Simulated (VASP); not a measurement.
Here is the system:

```
Ru
1.0
    1.31788    -2.31759     0.00000
    1.31788     2.31759     0.00000
    0.00000     0.00000     4.28143
Ru
2
Cartesian
  1.31788   0.77253   1.07036
  1.39637  -0.77253   3.21107
```

Calculation: PBE GGA with D3 dispersion (Becke-Johnson damping), VASP's PBE PAW potentials (set 64) (plane waves; VASP). Numerical set-up: 400 eV cut-off, 14×14×8 Γ-centred mesh, first-order Methfessel-Paxton smearing of 0.10 eV, potentials Ru_pv.

### Question
Give the force on each atom (eV/Å).

### Answer

```csv
atom,Fx,Fy,Fz
Ru1,0.549,-0.062,0.000
Ru2,-0.549,0.062,0.000
```

### Question
Give the stress tensor in GPa (positive for a compressed cell).

### Answer

```
16.51  -1.91   0.00
-1.91   9.16   0.00
 0.00   0.00   1.95
```
The pressure is its mean diagonal, 9.21 GPa.

The compound is Ru in the hcp structure. The cell was not relaxed at this level, atoms are displaced from their ideal sites. The run is one of a series of settings (IVDW = 12 against the base run), some of them coarse on purpose.
